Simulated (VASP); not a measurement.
## LiBiS3: relaxation of cell and atoms with LDA

The system is LiBiS3.

```
Li Bi S
1.0
     4.56144    0.00000    0.00000
     0.00000    4.56144    0.00000
     0.00000    0.00000    4.56144
Li Bi S
1 1 3
Direct
  0.50000 0.50000 0.50000
  0.00000 0.00000 0.00000
  0.50000 0.50000 0.00000
  0.00000 0.50000 0.50000
  0.50000 0.00000 0.50000
```

The cell was built by a generator and needn't be a form met in nature.

```json
{"Program": "VASP 6.6.1", "Task": "relaxation of cell and atoms", "Functional": "LDA", "Potentials or basis": "VASP PAW LDA potentials, release 64 (Li_sv, Bi_d, S)", "Cutoff": "600 eV", "k mesh": "5 × 5 × 5", "Occupations": "fermi-dirac, width 0.05 eV", "Spin": "no spin polarisation", "Target pressure": "20 GPa", "Further INCAR settings": "ALGO = Normal; EDIFF = 1e-07; IBRION = 2; EDIFFG = -0.01; NSW = 60; ISIF = 3"}
```

- Relaxed volume: 14.57 Å³/atom
- Relaxed cell: a = 4.176 Å, b = 4.176 Å, c = 4.176 Å, α = 90.00°, β = 90.00°, γ = 90.00°
- Space group after relaxing (to 0.05 Å): Pm-3m (No. 221)
- Energy change on relaxing (the enthalpy is what falls): +127.3 meV/atom
- Ionic steps: 7
- Pressure after relaxing: 20.0 GPa
- Band gap on the k mesh: none (metal or under the smearing width)

Step by step:
| step | energy change (eV) | largest force (eV/Å) | pressure (GPa) | volume (Å³) |
| --- | --- | --- | --- | --- |
| 1 | 0.0000 | 0.0000 | -5.18 | 94.91 |
| 2 | 3.8789 | 0.0000 | 64.51 | 59.54 |
| 3 | 0.5681 | 0.0000 | 18.83 | 73.41 |
| 4 | 0.6240 | 0.0000 | 19.79 | 72.94 |
| 5 | 0.6745 | 0.0000 | 20.64 | 72.54 |
| 6 | 0.6040 | 0.0000 | 19.44 | 73.11 |
| 7 | 0.6363 | 0.0000 | 20.00 | 72.84 |

Final structure:
```
CELL_PARAMETERS angstrom
4.17635 0.00000 0.00000
0.00000 4.17635 0.00000
0.00000 0.00000 4.17635
ATOMIC_POSITIONS crystal
Li 0.50000 0.50000 0.50000
Bi 0.00000 0.00000 0.00000
S 0.50000 0.50000 0.00000
S 0.00000 0.50000 0.50000
S 0.50000 0.00000 0.50000
```

Levels at points of the mesh, in eV from the Fermi level:
```csv
k point,band 16,band 17,band 18,band 19,band 20,band 21,band 22
"(0.00, 0.00, 0.00)",-1.38,-0.61,-0.61,-0.61,4.99,4.99,5.26
```

Wall time 52 s on 1 thread of Intel(R) Xeon(R) 6975P-C (Granite Rapids), on a shared host, peak memory 0.19 GiB.

Caveat: the cutoff is under 1.25 times the usual one of these potentials, so pressure, stress and relaxed cells hold a basis-set (Pulay) error; the cell is relaxed towards a set pressure, so the enthalpy falls and the energy may rise; the volume moved by over 15 % at a fixed basis, so the end points are rough; spin-orbit coupling is left out, which moves the levels of the heavy elements.
